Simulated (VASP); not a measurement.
# Converging a slab model of Ta(111)

Wanted: the error that each setting leaves in the work function or ionisation potential of Ta(111).

Calculated with VASP 6.6.1; PBE; plane waves and PAW (Ta), in the first sound run; inputs show where later runs differ.

## 1. Set-up

The cell holds 11 atoms: 11 Ta. Its edges and angles: a = 4.681 Å, b = 4.681 Å, c = 27.555 Å, α = 90.0°, β = 90.0°, γ = 60.0°. Vacuum lies along c.

Coordinates:

```cif
data_structure
_symmetry_space_group_name_H-M 'P 1'
_symmetry_Int_Tables_number 1
_cell_length_a 4.6810
_cell_length_b 4.6810
_cell_length_c 27.5551
_cell_angle_alpha 90.000
_cell_angle_beta 90.000
_cell_angle_gamma 60.000
_cell_volume 522.90
loop_
_atom_site_label
_atom_site_type_symbol
_atom_site_fract_x
_atom_site_fract_y
_atom_site_fract_z
_atom_site_occupancy
Ta1 Ta 0.66667 0.66667 0.32662 1
Ta2 Ta 0.00000 0.00000 0.36129 1
Ta3 Ta 0.33333 0.33333 0.39597 1
Ta4 Ta 0.66667 0.66667 0.43065 1
Ta5 Ta 0.00000 0.00000 0.46532 1
Ta6 Ta 0.33333 0.33333 0.50000 1
Ta7 Ta 0.66667 0.66667 0.53468 1
Ta8 Ta 0.00000 0.00000 0.56935 1
Ta9 Ta 0.33333 0.33333 0.60403 1
Ta10 Ta 0.66667 0.66667 0.63871 1
Ta11 Ta 0.00000 0.00000 0.67338 1
```

## 2. The base run

The base run sets the number that all others are held against.

INCAR

```
SYSTEM = Ta
PREC = Normal
ENCUT = 350
EDIFF = 1E-06
NELM = 120
ISMEAR = 1
SIGMA = 0.1
LREAL = .FALSE.
ALGO = Normal
GGA = PE
NBANDS = 38
LASPH = .TRUE.
LORBIT = 11
LWAVE = .FALSE.
LCHARG = .FALSE.
KPAR = 4
IDIPOL = 3
LDIPOL = .TRUE.
DIPOL = 0.5 0.5 0.5
LVHAR = .TRUE.
LVACPOTAV = .TRUE.
NEDOS = 1500
```

POSCAR

```
Ta
1.0
    4.6810468915      0.0000000000      0.0000000000
    2.3405234457      4.0539055243      0.0000000000
    0.0000000000      0.0000000000     27.5551469551
Ta
11
Direct
    0.6666666667      0.6666666667      0.3266177464
    0.0000000000      0.0000000000      0.3612941971
    0.3333333333      0.3333333333      0.3959706478
    0.6666666667      0.6666666667      0.4306470986
    0.0000000000      0.0000000000      0.4653235493
    0.3333333333      0.3333333333      0.5000000000
    0.6666666667      0.6666666667      0.5346764507
    0.0000000000      0.0000000000      0.5693529014
    0.3333333333      0.3333333333      0.6040293522
    0.6666666667      0.6666666667      0.6387058029
    0.0000000000      0.0000000000      0.6733822536
```

KPOINTS

```
Automatic mesh
0
Gamma
6 6 1
0 0 0
```

PAW data sets: Ta (PBE family, release 64).

The run is started by

```console
$ mpirun -np 4 vasp_std
```

The log of the run:

```text
[banner, memory and clock lines left out]
running    4 mpi-ranks, on    1 nodes
 distrk:  each k-point on    1 cores,    4 groups
 distr:  one band on    1 cores,    1 groups

 POSCAR found type information on POSCAR Ta
 POSCAR found :  1 types and      11 ions
 LDA part: xc-table for (Slater+PW92), standard interpolation
 POSCAR, INCAR and KPOINTS ok, starting setup
 FFT: planning ... GRIDC
 FFT: planning ... GRID_SOFT
 FFT: planning ... GRID
 WAVECAR not read
 entering main loop
       N       E                     dE             d eps       ncg     rms          rms(c)
DAV:   1     0.180958921722E+03    0.18096E+03   -0.15205E+04   532   0.802E+02
DAV:   2    -0.987677388676E+02   -0.27973E+03   -0.26256E+03   760   0.164E+02
DAV:   3    -0.133713425035E+03   -0.34946E+02   -0.33321E+02   682   0.613E+01
DAV:   4    -0.136407804866E+03   -0.26944E+01   -0.26509E+01   888   0.153E+01
DAV:   5    -0.136464199297E+03   -0.56394E-01   -0.56035E-01   848   0.238E+00    0.424E+01
DAV:   6    -0.164036538642E+03   -0.27572E+02   -0.31600E+02  1012   0.381E+01    0.301E+01
DAV:   7    -0.141065263028E+03    0.22971E+02   -0.58270E+02   992   0.645E+01    0.265E+01
DAV:   8    -0.132473779832E+03    0.85915E+01   -0.13158E+02   824   0.338E+01    0.123E+01
DAV:   9    -0.125937094308E+03    0.65367E+01   -0.24364E+01   850   0.127E+01    0.737E+00
DAV:  10    -0.124364562582E+03    0.15725E+01   -0.29842E+00   936   0.449E+00    0.514E+00
DAV:  11    -0.124560305474E+03   -0.19574E+00   -0.23459E-01   760   0.149E+00    0.542E+00
DAV:  12    -0.124131567856E+03    0.42874E+00   -0.15548E-01   848   0.942E-01    0.465E+00
DAV:  13    -0.123095298229E+03    0.10363E+01   -0.40337E+00   832   0.418E+00    0.160E+00
DAV:  14    -0.123110581677E+03   -0.15283E-01   -0.29914E-01   778   0.146E+00    0.149E+00
DAV:  15    -0.123094274999E+03    0.16307E-01   -0.46759E-02   712   0.617E-01    0.912E-01
DAV:  16    -0.123079378593E+03    0.14896E-01   -0.38033E-02   696   0.554E-01    0.316E-01
DAV:  17    -0.123079897991E+03   -0.51940E-03   -0.12306E-02   872   0.291E-01    0.242E-01
DAV:  18    -0.123080258464E+03   -0.36047E-03   -0.65698E-03   818   0.189E-01    0.183E-01
DAV:  19    -0.123079435911E+03    0.82255E-03   -0.27405E-03   664   0.131E-01    0.152E-01
DAV:  20    -0.123079428443E+03    0.74681E-05   -0.35386E-03   866   0.136E-01    0.731E-02
DAV:  21    -0.123079708826E+03   -0.28038E-03   -0.83770E-04   752   0.744E-02    0.390E-02
DAV:  22    -0.123080401778E+03   -0.69295E-03   -0.59521E-04   754   0.628E-02    0.595E-02
DAV:  23    -0.123080419371E+03   -0.17593E-04   -0.28994E-04   744   0.409E-02    0.265E-02
DAV:  24    -0.123080635322E+03   -0.21595E-03   -0.77770E-05   776   0.269E-02    0.217E-02
DAV:  25    -0.123080718406E+03   -0.83084E-04   -0.17345E-05   760   0.136E-02    0.131E-02
DAV:  26    -0.123080800672E+03   -0.82267E-04   -0.15135E-05   704   0.121E-02    0.729E-03
DAV:  27    -0.123080829057E+03   -0.28385E-04   -0.24689E-05   776   0.111E-02    0.940E-03
DAV:  28    -0.123080837049E+03   -0.79915E-05   -0.14477E-05   728   0.847E-03    0.395E-03
DAV:  29    -0.123080846491E+03   -0.94419E-05   -0.11409E-06   488   0.342E-03    0.214E-03
DAV:  30    -0.123080854291E+03   -0.78002E-05   -0.69192E-07   472   0.239E-03    0.160E-03
DAV:  31    -0.123080864658E+03   -0.10368E-04   -0.55112E-07   464   0.172E-03    0.158E-03
DAV:  32    -0.123080867047E+03   -0.23892E-05   -0.15704E-07   432   0.111E-03    0.838E-04
DAV:  33    -0.123080870192E+03   -0.31448E-05   -0.25209E-07   448   0.119E-03    0.228E-04
DAV:  34    -0.123080871108E+03   -0.91567E-06   -0.10209E-07   432   0.784E-04
|                                                                             |
|           W    W    AA    RRRRR   N    N  II  N    N   GGGG   !!!           |
|           W    W   A  A   R    R  NN   N  II  NN   N  G    G  !!!           |
|           W    W  A    A  R    R  N N  N  II  N N  N  G       !!!           |
|           W WW W  AAAAAA  RRRRR   N  N N  II  N  N N  G  GGG   !            |
|           WW  WW  A    A  R   R   N   NN  II  N   NN  G    G                |
|           W    W  A    A  R    R  N    N  II  N    N   GGGG   !!!           |
|                                                                             |
|     Did not find any points to average over, which means that no vacuum     |
|     field-free region was found. Please increase the size of  your cell     |
|     in the dimension of the dipole correction to obtain accurate            |
|     workfunction values.                                                    |
|                                                                             |

   1 F= -.12308087E+03 E0= -.12307821E+03  d E =-.797781E-02
```

The job ended after 98 s (4 MPI ranks of Intel Xeon Platinum 8488C (Sapphire Rapids), shared host; peak memory 1.1 GiB).

The logs omit lines about the potential files and the build; timing stands in the text.

OUTCAR, selected parts (step 2):

```text
ion  position               nearest neighbor table
   1  0.667  0.667  0.327-   2 2.87   2 2.87   2 2.87   4 2.87   3 3.31   3 3.31   3 3.31
   2  0.000  0.000  0.361-   3 2.87   1 2.87   3 2.87   1 2.87   3 2.87   1 2.87   5 2.87   4 3.31
                             4 3.31   4 3.31
   3  0.333  0.333  0.396-   2 2.87   2 2.87   2 2.87   4 2.87   4 2.87   6 2.87   4 2.87   1 3.31
                             1 3.31   1 3.31   5 3.31   5 3.31   5 3.31
   4  0.667  0.667  0.431-   7 2.87   5 2.87   5 2.87   5 2.87   3 2.87   3 2.87   1 2.87   3 2.87
                             6 3.31   6 3.31   6 3.31   2 3.31   2 3.31   2 3.31
   5  0.000  0.000  0.465-   8 2.87   6 2.87   4 2.87   6 2.87   4 2.87   6 2.87   4 2.87   2 2.87
                             7 3.31   7 3.31   7 3.31   3 3.31   3 3.31   3 3.31
   6  0.333  0.333  0.500-   7 2.87   5 2.87   7 2.87   5 2.87   5 2.87   7 2.87   3 2.87   9 2.87
                             4 3.31   8 3.31   4 3.31   8 3.31   8 3.31   4 3.31
   7  0.667  0.667  0.535-   4 2.87   6 2.87   8 2.87   6 2.87   8 2.87   8 2.87   6 2.87  10 2.87
                             5 3.31   5 3.31   5 3.31   9 3.31   9 3.31   9 3.31
   8  0.000  0.000  0.569-   5 2.87   7 2.87   7 2.87   7 2.87   9 2.87   9 2.87   9 2.87  11 2.87
                             6 3.31   6 3.31   6 3.31  10 3.31  10 3.31  10 3.31
   9  0.333  0.333  0.604-  10 2.87  10 2.87  10 2.87   8 2.87   8 2.87   8 2.87   6 2.87  11 3.31
                            11 3.31  11 3.31   7 3.31   7 3.31   7 3.31
  10  0.667  0.667  0.639-   9 2.87  11 2.87   9 2.87  11 2.87  11 2.87   9 2.87   7 2.87   8 3.31
                             8 3.31   8 3.31
  11  0.000  0.000  0.673-  10 2.87  10 2.87  10 2.87   8 2.87   9 3.31   9 3.31   9 3.31

  LATTYP: Found a hexagonal cell.
 ALAT       =     4.6810468914
 C/A-ratio  =     5.8865351265

 Subroutine GETGRP returns: Found 12 space group operations
 (whereof  6 operations were pure point group operations)

The static configuration has the point symmetry C_3v.
 The point group associated with its full space group is D_3d.

 Found      7 irreducible k-points:

   k-points           NKPTS =      7   k-points in BZ     NKDIM =      7   number of bands    NBANDS=     38

   dimension x,y,z NGX =    24 NGY =   24 NGZ =  126
   dimension x,y,z NGXF=    48 NGYF=   48 NGZF=  252

   ENCUT  =  350.0 eV  25.72 Ry    5.07 a.u.   7.14  7.14 42.03*2*pi/ulx,y,z

   NELECT =      55.0000    total number of electrons

 k-points in reciprocal lattice and weights: Automatic mesh
   0.00000000  0.00000000  0.00000000       0.028
   0.16666667  0.00000000  0.00000000       0.167
   0.33333333  0.00000000  0.00000000       0.167
   0.50000000  0.00000000  0.00000000       0.083
   0.33333333  0.16666667  0.00000000       0.167
   0.50000000  0.16666667  0.00000000       0.333
  -0.33333333  0.33333333  0.00000000       0.056

 dipolmoment           0.000000      0.000000     -0.000000 electrons x Angstroem

 average (electrostatic) potential at core
       1 -41.6118       2 -40.7405       3 -41.0143       4 -40.6943       5 -40.5788
       6 -40.6630       7 -40.5788       8 -40.6943       9 -41.0143      10 -40.7405
      11 -41.6118

 E-fermi :   0.1253

 k-point     1 :       0.0000    0.0000    0.0000
  band No.  band energies     occupation
    ...
     26      -0.2701      2.00000
     27      -0.2701      2.00000
     28       0.0285      2.04304
     29       0.0285      2.04304
     30       0.1345      0.84471
     31       0.3206     -0.01858
     32       0.5968     -0.00000
     33       0.5968     -0.00000
     34       1.4947     -0.00000
     35       1.7519     -0.00000
    ...

 k-point     2 :       0.1667    0.0000    0.0000
  band No.  band energies     occupation
    ...
     23      -0.3925      2.00000
     24      -0.3252      2.00000
     25      -0.2347      2.00000
     26      -0.1032      2.00572
     27      -0.0439      2.03779
     28       0.1747      0.26665
     29       0.2144     -0.01945
     30       0.3884     -0.00127
     31       0.4870     -0.00000
     32       0.5533     -0.00000
    ...

 k-point     3 :       0.3333    0.0000    0.0000
  band No.  band energies     occupation
    ...
     22      -0.4888      2.00000
     23      -0.2995      2.00000
     24      -0.2612      2.00000
     25      -0.0402      2.04109
     26      -0.0325      2.04818
     27       0.1916      0.10746
     28       0.3460     -0.00774
     29       0.4932     -0.00000
     30       0.6104     -0.00000
     31       0.7080     -0.00000
    ...

  Total      -10.9317426    -10.9317426    -12.4378004      0.0000000     -0.0000000     -0.0000000
  in kB      -33.4950502    -33.4950502    -38.1096377      0.0000000     -0.0000000     -0.0000000
  external PRESSURE =     -35.0332460 kB  Pullay stress =       0.0000000 kB

  energy-cutoff  :      350.00
  volume of cell :      522.90
      direct lattice vectors                 reciprocal lattice vectors
     4.681046892  0.000000000  0.000000000     0.213627426 -0.123337852  0.000000000
     2.340523446  4.053905524  0.000000000     0.000000000  0.246675704  0.000000000
     0.000000000  0.000000000 27.555146955     0.000000000  0.000000000  0.036290861

 POSITION                                       TOTAL-FORCE (eV/Angst)
 -----------------------------------------------------------------------------------
      4.68105      2.70260      9.00000         0.000000      0.000000      2.198456
      0.00000      0.00000      9.95551        -0.000000      0.000000      0.206170
      2.34052      1.35130     10.91103        -0.000000      0.000000     -1.108173
      4.68105      2.70260     11.86654         0.000000     -0.000000     -0.795550
      0.00000      0.00000     12.82206         0.000000      0.000000     -0.561332
      2.34052      1.35130     13.77757        -0.000000     -0.000000      0.000000
      4.68105      2.70260     14.73309        -0.000000     -0.000000      0.561332
      0.00000      0.00000     15.68860        -0.000000      0.000000      0.795550
      2.34052      1.35130     16.64412         0.000000     -0.000000      1.108173
      4.68105      2.70260     17.59963        -0.000000      0.000000     -0.206170
      0.00000      0.00000     18.55515        -0.000000      0.000000     -2.198456
 -----------------------------------------------------------------------------------
    total drift:                               -0.000000     -0.000000     -0.000000

  FREE ENERGIE OF THE ION-ELECTRON SYSTEM (eV)
  ---------------------------------------------------
  free  energy   TOTEN  =      -123.0808711079 eV

  energy  without entropy=     -123.0728932950  energy(sigma->0) =     -123.07821184

 vacuum level on the upper side and lower side of the slab         3.601         3.601

 total charge
# of ion       s       p       d       tot
------------------------------------------
    1        0.706   0.310   3.103   4.118
    2        0.729   0.535   3.334   4.599
    3        0.700   0.651   3.227   4.578
    4        0.701   0.718   3.322   4.740
    5        0.706   0.703   3.354   4.764
    6        0.711   0.729   3.314   4.754
    7        0.706   0.703   3.354   4.764
    8        0.701   0.718   3.322   4.740
    9        0.700   0.651   3.227   4.578
   10        0.729   0.535   3.334   4.599
   11        0.706   0.310   3.103   4.118
--------------------------------------------------
tot          7.794   6.563  35.995  50.353

[... 3 further parts left out ...]
```

This run has no spin polarisation. Its electron count is odd, so without a moment it is a metal by construction. The data set Ta keeps the semicore shell frozen, which is cheaper and a little less accurate.

Numbers from this step:

- electronic cycles: 34
- electrons: 55
- free energy (TOTEN): -123.0809 eV
- energy at zero smearing: -123.0782 eV
- Fermi energy: 0.1253 eV
- labelled metallic, from the levels on this mesh: yes
- dipole moment: 0, 0, 0 e·Å
- vacuum levels: 3.601, 3.601 eV
- work functions of the upper and lower face: 3.476, 3.476 eV
- highest filled level below the vacuum: 3.476 eV

Zero at the Fermi level. Table of planar average of the electrostatic potential by height:

```csv
height (Å),planar average of the electrostatic potential (eV)
0,3.48
1,3.48
2,3.48
3,3.48
4,3.48
5,3.47
6,3.45
7,3.21
8,1.05
9,-4.09
10,-5.73
11,-5.78
12,-5.69
13,-5.69
14,-5.67
15,-5.67
16,-5.75
17,-5.70
18,-5.65
19,-1.77
20,2.56
21,3.38
22,3.47
23,3.48
24,3.48
25,3.48
26,3.48
27,3.48
```

Density of states in the PAW spheres, an atom over height of the layer and energy from the Fermi level.

Ten even steps from '0' (0.00 states/eV) to '9' (2.18 states/eV), each cell a mean:
```
73333433337
97465456479
87567576578
77656665677
57668886675
56655655665
22221112222
22222222222
33444444433
23443334432
22333333322
01223332210
01112221110
00011111000
00000000000
00000000000
00000000000
00000000000
00000000000
00000000000
00000000000
00000000000
```
Columns: height of the layer (Å) from 9 to 18.6 (not evenly spaced); rows upwards: energy from the Fermi level (eV) from -7.9 to 0.5.

Force by atom:

```csv
atom,x (eV/Å),y (eV/Å),z (eV/Å),size
Ta1,0.00,0.00,2.20,2.20
Ta2,0.00,0.00,0.21,0.21
Ta3,0.00,0.00,-1.11,1.11
Ta4,0.00,0.00,-0.80,0.80
Ta5,0.00,0.00,-0.56,0.56
Ta6,0.00,0.00,0.00,0.00
Ta7,0.00,0.00,0.56,0.56
Ta8,0.00,0.00,0.80,0.80
Ta9,0.00,0.00,1.11,1.11
Ta10,0.00,0.00,-0.21,0.21
Ta11,0.00,0.00,-2.20,2.20
```

The highest filled level lies 3.48 eV below the vacuum at the upper face.

Only the dipole across the slab is computed (IDIPOL = 3); zeros along the plane are no results.

The map of layer states is cut here 0.5 eV above the Fermi level, so it leaves out the states above that.

(Continued in part 2 of 6.)

[Lines on the potential files, build, host, timing and source positions are cut from VASP's logs without a mark.]

[Logs are printed without paths, hosts, clocks, repeated set-up lines and the standing remarks that a program may print on its own settings, such as how far it seeks lower states.]

[Hosts, paths, dates, database ids (printed as entryN), source tags and the programs' standing remarks are cut or masked in the printed files.]

[In band tables of VASP the shares of atoms and orbitals are scaled to a sum of 1 inside the atoms' spheres.]

[Runs that stopped without an error message from VASP are left out.]
